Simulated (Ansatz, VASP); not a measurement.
# Si55Ge6 (amorphous Si0.9Ge0.1): VASP beside Ansatz

One calculation is typed for both programs; each brings its own data sets and cutoff. How far apart do they land? The structure shown is the end of the Ansatz relaxation below.

Program: Ansatz 0.2.0. Level of theory: plane waves, with VASP 6.6.1 beside it; single point at PBE. Results are calculated unless marked as measured.

### Step 1. The structure

The cell holds 122 atoms: 110 Si and 12 Ge. Cell: a = 13.617 Å, b = 13.617 Å, c = 13.617 Å, α = 90.0°, β = 90.0°, γ = 90.0°. As first built, before any earlier steps moved the atoms (in the runner's words): 122 atoms (110 Si, 12 Ge) placed at random at 2.6 g/cm^3, melted at 3500 K for 10 ps at fixed volume with the Tersoff potential (Tersoff, Phys. Rev. B 39, 5566 (1989)). Quenched from 3100 K to 500 K at 200 K/ps and fixed volume, annealed at 1200 K for 50 ps, held 5 ps.

### Step 2. Ansatz: relaxation, PBE

Ansatz runs on its default PAW (the set named soft_2) files.

This run makes the geometry at which the two programs are then compared.

input.yaml reads:

```yaml
crystal:
  lattice:
    - [13.6169, 0.0, 0.0]
    - [0.0, 13.6169, 0.0]
    - [0.0, 0.0, 13.6169]
  atoms:
    - { symbol: Si, position: [0.602, 0.54251, 0.06878] }
    - { symbol: Si, position: [0.97, 0.29914, 0.23991] }
    - { symbol: Si, position: [0.51134, 0.74648, 0.51514] }
    - { symbol: Si, position: [0.25599, 0.75685, 0.62712] }
    - { symbol: Si, position: [0.6681, 0.44258, 0.62138] }
    - { symbol: Si, position: [0.57047, 0.91002, 0.34031] }
    - { symbol: Si, position: [0.18108, 0.62588, 0.31438] }
    - { symbol: Si, position: [0.50468, 0.94757, 0.70916] }
    - { symbol: Si, position: [0.26598, 0.77107, 0.35026] }
    - { symbol: Si, position: [0.29352, 0.56964, 0.19327] }
    - { symbol: Si, position: [0.43104, 0.71811, 0.3605] }
    - { symbol: Si, position: [0.73495, 0.59528, 0.59759] }
    - { symbol: Si, position: [0.11549, 0.0661, 0.36804] }
    - { symbol: Si, position: [0.64997, 0.8935, 0.13296] }
    - { symbol: Si, position: [0.72329, 0.87013, 0.57977] }
    - { symbol: Si, position: [0.96108, 0.68755, 0.46491] }
    - { symbol: Si, position: [0.42999, 0.53914, 0.29668] }
    - { symbol: Si, position: [0.29878, 0.20879, 0.01199] }
    - { symbol: Si, position: [0.41578, 0.37175, 0.22454] }
    - { symbol: Si, position: [0.1595, 0.2317, 0.58953] }
    - { symbol: Si, position: [0.00081, 0.57791, 0.33889] }
    - { symbol: Si, position: [0.4807, 0.71827, 0.83022] }
    - { symbol: Si, position: [0.72925, 0.59132, 0.81797] }
    - { symbol: Si, position: [0.71161, 0.74186, 0.71238] }
    - { symbol: Si, position: [0.19512, 0.01428, 0.93644] }
    - { symbol: Si, position: [0.97269, 0.65328, 0.74904] }
    - { symbol: Si, position: [0.42254, 0.24465, 0.69825] }
    - { symbol: Si, position: [0.8925, 0.06093, 0.04102] }
    - { symbol: Si, position: [0.96571, 0.61587, 0.17386] }
    - { symbol: Si, position: [0.41567, 0.09075, 0.93907] }
[... 86 atom lines left out ...]
    - { symbol: Ge, position: [0.83254, 0.28813, 0.95776] }
    - { symbol: Ge, position: [0.95548, 0.87013, 0.46438] }
    - { symbol: Ge, position: [0.8613, 0.9737, 0.57651] }
    - { symbol: Ge, position: [0.03975, 0.87406, 0.17787] }
    - { symbol: Ge, position: [0.81477, 0.30053, 0.46971] }
    - { symbol: Ge, position: [0.14591, 0.2937, 0.19834] }
kpoints:
  mp_grid: { grid: [1, 1, 1] }
hamiltonian:
  xc: pbe
scf:
  occupations: { method: fermi_dirac, width: 0.05 }
output:
  forces: true
relax:
  f_tol: 0.05
  max_steps: 200
```

The run is started by

```
$ ansatz run input.yaml --threads 4 --pin off --max-ram 8192MiB --backend cpu --events-out ev --progress --plain --runs-dir out
```

Numbers of over 12 decimals in the logs are rounded to 6 here.

Output:

```text
Engine: ansatz 0.2.0, aarch64-unknown-linux-gnu
Pseudopotentials: kind: paw
Pseudopotential: Si, paw, valence charge 4, recommended cutoff 420 eV (normal), Si.paw.azcp
Pseudopotential: Ge, paw, valence charge 14, recommended cutoff 420 eV (normal), Ge.paw.azcp
Functional definition: PBE
  parameter kappa = 0.804
  parameter beta = 0.066725
  exchange = pbe_x(kappa = kappa, mu = beta*pi^2/3)
  correlation = pbe_c(beta = beta)
Crystal: 122 atoms, lattice volume = 2524.845 Å³
Basis set: ecut = 420 eV, 49317 PW (Γ), exchange–correlation on 192×192×192 points (8 copies of the dense FFT grid, shifted against one another)
Bands: 426, of which v1, the nominal top of the filled ones, is band 304 counted from 1 (303 counted from 0)
Symmetry: 1 space group operations
Space group: P1 (ITA 1), of the structure as read, at distance tolerance 1.4e-4 Å
k-points: 1
Non-local potential: Si, projectors of the file, l = 0: 2, l = 1: 2, l = 2: 2
Non-local potential: Ge, projectors of the file, l = 0: 2, l = 1: 2, l = 2: 3, l = 3: 1
PAW form: soft (Blöchl's): semilocal exchange-correlation on the pseudo side does not see the compensation charge
PAW one-centre angular grid: Si, 110 points (default); XC on 64 Gauss nodes
PAW one-centre angular grid: Ge, 590 points (default); XC on 64 Gauss nodes
Initial density: superposition of atomic densities (neutral atoms: chi_scale 0, normalization atom), corrected by the library's trained network
Initial wavefunctions: pseudopotential atomic-orbital guess
Functional: x = pbe(κ = 0.804, μ = 0.219515), c = pbe(β = 0.066725)
SCF iter   1: F=—  HF=-121438.026820 eV  |F-HF|=—  |Δ(HF+E_count)|=         —  Δρ=3.58e-3  dr2=1.39e0  ethr=1.77e-3  ⟨swp⟩=6.0  Hψ=1872  notcnv=0  defer=47
preconditioner: auto → Kerker (q_TF=auto, 2.152 Å⁻¹)  [metal: Δε(μ)=0.050 eV  Ē_g=7.466 eV  σ=0.050 eV  W_gap=0.24  n_scr=436 (ndim 8)  ℏωp=16.3 eV  f_vac=0.003  D(μ)=40.64/eV (n_scr^D=202)]
SCF iter   2: F=—  HF=-121437.914019 eV  |F-HF|=—  |Δ(HF+E_count)|=   1.13e-1  Δρ=2.01e-3  dr2=4.16e-1  ethr=2.29e-4  ⟨swp⟩=1.0  Hψ=490  notcnv=0  defer=71
SCF iter   3: F=—  HF=-121437.871549 eV  |F-HF|=—  |Δ(HF+E_count)|=   4.25e-2  Δρ=4.72e-4  dr2=1.73e-2  ethr=6.84e-5  ⟨swp⟩=3.0  Hψ=670  notcnv=0  defer=71
SCF iter   4: F=—  HF=-121437.870495 eV  |F-HF|=—  |Δ(HF+E_count)|=   1.05e-3  Δρ=2.48e-4  dr2=4.92e-3  ethr=2.84e-6  ⟨swp⟩=3.0  Hψ=731  notcnv=0  defer=77
SCF iter   5: F=—  HF=-121437.869590 eV  |F-HF|=—  |Δ(HF+E_count)|=   9.05e-4  Δρ=1.10e-4  dr2=1.33e-3  ethr=8.10e-7  ⟨swp⟩=3.0  Hψ=656  notcnv=0  defer=77
SCF iter   6: F=—  HF=-121437.869700 eV  |F-HF|=—  |Δ(HF+E_count)|=   1.10e-4  Δρ=4.21e-5  dr2=1.70e-4  ethr=2.18e-7  ⟨swp⟩=2.0  Hψ=649  notcnv=0  defer=77
SCF iter   7: F=-121437.869734 eV  HF=-121437.869741 eV  |F-HF|=7.46e-6  |Δ(HF+E_count)|=   4.13e-5  Δρ=1.72e-5  dr2=3.32e-5  ethr=1.03e-8  ⟨swp⟩=2.0  Hψ=1386  notcnv=0
SCF 1 converged in 7 iterations: F = -121437.869734 eV  dr2 = 3.32e-5
  greatest PAW one-centre occupation: 0.998 electrons in one spin orbital (limit 2), on the Ge atom at site 120 (counted from 0), in its partial waves of l = 2
relax step   1: F+E_penalty+E_count = -121437.86973389 eV  Δ(F+E_penalty+E_count) = +0.000e0 eV  max|allowed force component| = 1.793e0 eV/Å  Δτ_max = 0.0000 Å  (7 SCF iters, dr2 threshold 6.25e-5 eV, accepted)
Initial density: handed on by an earlier stage of this run
Initial wavefunctions: those handed on with the density
iter 1 solved again at ethr=2.77e-4 eV; its pass at ethr=3.10e-3 eV (dr2=1.68e0 eV) is discarded
SCF iter   1: F=—  HF=-121442.982011 eV  |F-HF|=—  |Δ(HF+E_count)|=         —  Δρ=6.77e-3  dr2=1.69e0  ethr=2.77e-4  ⟨swp⟩=2.0  Hψ=1451  notcnv=0  defer=82
preconditioner: auto → Kerker (q_TF=auto, 2.152 Å⁻¹)  [metal: Δε(μ)=0.085 eV  Ē_g=7.492 eV  σ=0.050 eV  W_gap=0.40  n_scr=436 (ndim 8)  ℏωp=16.3 eV  f_vac=0.003  D(μ)=35.45/eV (n_scr^D=170)]
SCF iter   2: F=—  HF=-121442.816497 eV  |F-HF|=—  |Δ(HF+E_count)|=   1.66e-1  Δρ=3.87e-3  dr2=4.95e-1  ethr=2.77e-4  ⟨swp⟩=1.0  Hψ=344  notcnv=0  defer=82
SCF iter   3: F=—  HF=-121442.753283 eV  |F-HF|=—  |Δ(HF+E_count)|=   6.32e-2  Δρ=4.21e-4  dr2=7.39e-3  ethr=8.15e-5  ⟨swp⟩=2.0  Hψ=437  notcnv=0  defer=82
SCF iter   4: F=—  HF=-121442.753998 eV  |F-HF|=—  |Δ(HF+E_count)|=   7.15e-4  Δρ=1.78e-4  dr2=1.47e-3  ethr=1.22e-6  ⟨swp⟩=2.0  Hψ=732  notcnv=0  defer=82
SCF iter   5: F=—  HF=-121442.753758 eV  |F-HF|=—  |Δ(HF+E_count)|=   2.40e-4  Δρ=8.15e-5  dr2=4.95e-4  ethr=2.42e-7  ⟨swp⟩=2.0  Hψ=648  notcnv=0  defer=82
SCF iter   6: F=—  HF=-121442.753788 eV  |F-HF|=—  |Δ(HF+E_count)|=   3.00e-5  Δρ=2.92e-5  dr2=1.21e-4  ethr=8.15e-8  ⟨swp⟩=2.0  Hψ=647  notcnv=0  defer=82
SCF iter   7: F=-121442.753796 eV  HF=-121442.753802 eV  |F-HF|=6.13e-6  |Δ(HF+E_count)|=   1.40e-5  Δρ=1.24e-5  dr2=2.07e-5  ethr=1.64e-8  ⟨swp⟩=2.0  Hψ=1071  notcnv=0
SCF 2 converged in 7 iterations: F = -121442.753796 eV  dr2 = 2.07e-5
[...]
- { symbol: Si, position: [0.429364, 0.523223, 0.307844] }
    - { symbol: Si, position: [0.315495, 0.206136, -0.000453211] }
    - { symbol: Si, position: [0.409145, 0.361181, 0.225373] }
    - { symbol: Si, position: [0.163022, 0.247135, 0.569877] }
    - { symbol: Si, position: [-0.014742, 0.600831, 0.326097] }
    - { symbol: Si, position: [0.468608, 0.713600, 0.822558] }
    - { symbol: Si, position: [0.725263, 0.589145, 0.839931] }
    - { symbol: Si, position: [0.713124, 0.723053, 0.722755] }
    - { symbol: Si, position: [0.190838, 0.012836, 0.907321] }
    - { symbol: Si, position: [0.972549, 0.654129, 0.747954] }
    - { symbol: Si, position: [0.436805, 0.236645, 0.715272] }
    - { symbol: Si, position: [0.910520, 0.088244, 0.062950] }
    - { symbol: Si, position: [0.936369, 0.643985, 0.163949] }
    - { symbol: Si, position: [0.432777, 0.074190, 0.970897] }
    - { symbol: Si, position: [0.362798, 0.936846, 0.699517] }
    - { symbol: Si, position: [0.539494, 0.874804, 0.485371] }
    - { symbol: Si, position: [0.249174, 0.438044, 0.400667] }
    - { symbol: Si, position: [0.215543, 0.510181, 0.689568] }
    - { symbol: Si, position: [0.168639, 0.651901, 0.000518755] }
    - { symbol: Si, position: [0.743562, 0.078765, 0.472578] }
    - { symbol: Si, position: [0.858359, 0.054450, 0.228237] }
    - { symbol: Si, position: [0.172635, 0.758904, 0.865455] }
    - { symbol: Si, position: [0.622307, 0.083570, 0.598895] }
    - { symbol: Si, position: [0.246827, 0.857775, 0.490417] }
[...]
- { symbol: Si, position: [0.924821, 0.444603, 0.377164] }
    - { symbol: Si, position: [0.568854, 0.294156, 0.219365] }
    - { symbol: Si, position: [0.824547, 0.132384, 0.919534] }
    - { symbol: Si, position: [0.088245, 0.718015, 0.135368] }
    - { symbol: Si, position: [0.900745, 0.539268, 0.863911] }
    - { symbol: Si, position: [0.263991, 0.211718, 0.709088] }
    - { symbol: Si, position: [0.623544, 0.450680, 0.798411] }
    - { symbol: Si, position: [0.759698, 0.804536, 0.417402] }
    - { symbol: Ge, position: [0.912259, 0.890696, 0.269731] }
    - { symbol: Ge, position: [0.146428, 0.424850, 0.547349] }
    - { symbol: Ge, position: [0.906114, 0.603593, 0.591253] }
    - { symbol: Ge, position: [0.867055, 0.793665, 0.783186] }
    - { symbol: Ge, position: [0.601973, 0.836929, 0.818538] }
    - { symbol: Ge, position: [0.089432, 0.015118, 0.639698] }
    - { symbol: Ge, position: [0.836256, 0.306819, 0.955120] }
    - { symbol: Ge, position: [0.960280, 0.873121, 0.445733] }
    - { symbol: Ge, position: [0.827684, 0.940439, 0.562994] }
    - { symbol: Ge, position: [0.054349, 0.884861, 0.158211] }
    - { symbol: Ge, position: [0.775550, 0.264837, 0.460011] }
    - { symbol: Ge, position: [0.117167, 0.309755, 0.194259] }
```

### Step 3. VASP: single point, PBE

The same cell, functional, mesh and smearing now go to VASP, with its own data sets and cutoff.

Lines of VASP's logs that name or quote its potential files are left out, and so is its time.

INCAR reads:

```
SYSTEM = Si55Ge6
PREC = Accurate
ENCUT = 410
EDIFF = 1E-05
NELM = 100
ISMEAR = -1
SIGMA = 0.05
LREAL = Auto
ALGO = Fast
GGA = PE
NBANDS = 389
LORBIT = 11
LWAVE = .FALSE.
LCHARG = .FALSE.
ISIF = 2
```

POSCAR reads:

```
Si55Ge6
1.0
   13.6169000000      0.0000000000      0.0000000000
    0.0000000000     13.6169000000      0.0000000000
    0.0000000000      0.0000000000     13.6169000000
Si Ge
110 12
Direct
    0.5796200000      0.5322800000      0.0583700000
    0.9538000000      0.3248200000      0.2559400000
    0.4952800000      0.7077700000      0.4901300000
    0.2650200000      0.7700300000      0.6393700000
    0.6597400000      0.4317300000      0.6295600000
    0.6095700000      0.9113000000      0.3284700000
    0.1473400000      0.6609100000      0.2843600000
    0.5365400000      0.9717000000      0.7154900000
    0.2582000000      0.7809300000      0.3420600000
    0.2611300000      0.5406000000      0.2429400000
    0.4082200000      0.7006100000      0.3410900000
    0.7294700000      0.5889200000      0.6001000000
    0.1249700000      0.0806000000      0.3433400000
    0.5881900000      0.8711700000      0.1580800000
    0.6795900000      0.8324600000      0.5797600000
    0.9088100000      0.7062300000      0.4452600000
    0.4293600000      0.5232200000      0.3078400000
    0.3154900000      0.2061400000      0.9995500000
    0.4091400000      0.3611800000      0.2253700000
    0.1630200000      0.2471400000      0.5698800000
    0.9852600000      0.6008300000      0.3261000000
    0.4686100000      0.7136000000      0.8225600000
    0.7252600000      0.5891500000      0.8399300000
    0.7131200000      0.7230500000      0.7227500000
    0.1908400000      0.0128400000      0.9073200000
    0.9725500000      0.6541300000      0.7479500000
    0.4368000000      0.2366400000      0.7152700000
    0.9105200000      0.0882400000      0.0629500000
    0.9363700000      0.6439900000      0.1639500000
    0.4327800000      0.0741900000      0.9709000000
[... 86 atom lines left out ...]
    0.8362600000      0.3068200000      0.9551200000
    0.9602800000      0.8731200000      0.4457300000
    0.8276800000      0.9404400000      0.5629900000
    0.0543500000      0.8848600000      0.1582100000
    0.7755500000      0.2648400000      0.4600100000
    0.1171700000      0.3097500000      0.1942600000
```

KPOINTS reads:

```
Automatic mesh
0
Gamma
1 1 1
0 0 0
```

The projector-augmented-wave data sets are Si and Ge_d (PBE family, release 64).

The run is started by

```
$ export OMP_NUM_THREADS=5
$ mpirun -np 1 vasp_gam
```

Output:

```text
[banner, memory and clock lines left out]
running    1 mpi-ranks, on    1 nodes
[...]
Offloading initialized ...    1 GPUs detected
[...]
LDA part: xc-table for (Slater+PW92), standard interpolation
 POSCAR, INCAR and KPOINTS ok, starting setup
[...]
entering main loop
       N       E                     dE             d eps       ncg     rms          rms(c)
DAV:   1     0.822729298246E+04    0.82273E+04   -0.18173E+05   786   0.186E+03
DAV:   2     0.118668870199E+04   -0.70406E+04   -0.67626E+04   778   0.486E+02
DAV:   3    -0.413068667853E+03   -0.15998E+04   -0.14783E+04   927   0.185E+02
DAV:   4    -0.621240462826E+03   -0.20817E+03   -0.19935E+03  1020   0.680E+01
[...]
RMM:  14    -0.619397512706E+03   -0.10994E-03   -0.48238E-04  1133   0.274E-02    0.184E-02
RMM:  15    -0.619397529003E+03   -0.16297E-04   -0.12184E-04  1139   0.136E-02    0.877E-03
RMM:  16    -0.619397532303E+03   -0.32998E-05   -0.36666E-05   939   0.781E-03
   1 F= -.61939753E+03 E0= -.61936103E+03  d E =-.730110E-01
```

OUTCAR, selected parts (step 3):

```text
  FREE ENERGIE OF THE ION-ELECTRON SYSTEM (eV)
  ---------------------------------------------------
  free  energy   TOTEN  =      -619.3975323032 eV

  energy  without entropy=     -619.3245213038  energy(sigma->0) =     -619.36102680
```

The run ends at a pressure of -0.14 GPa, with forces up to 0.039 eV/Å.

### Step 4. Side by side

Known differences besides the potentials themselves: the cutoff is 420 eV in Ansatz and 410 eV in VASP (PREC = Accurate, projectors in real space); VASP leaves aspherical gradient terms in its spheres out (LASPH is not set), Ansatz keeps them. Total energies have different zeros and are not compared.

Compared:

| quantity | Ansatz | VASP | difference |
| --- | --- | --- | --- |
| gap on the k mesh (eV) | 0.281 | 0.281 | 0.000 |

At this near-relaxed geometry the largest component of a force difference is 9 meV/Å. A gap on the mesh is an upper bound, since the band edges may lie between its points.

### Step 5. Summary of results

| Property | Result |
| --- | --- |
| difference in gap on the k mesh (single point, PBE) | -1.3e-4 eV |

In words: The difference in gap on the k mesh is -1.3e-4 eV (single point, PBE), within the 0.08 eV picked in this series as the mark of a large difference. How closely two codes agree says nothing of how well the functional describes the real material.

[Lines on the potential files, build, host, timing and source positions are cut from VASP's logs without a mark.]

[Logs are printed without paths, hosts, clocks, repeated set-up lines and the standing remarks that a program may print on its own settings, such as how far it seeks lower states.]

[Hosts, paths, dates, database ids (printed as entryN), source tags and the programs' standing remarks are cut or masked in the printed files.]
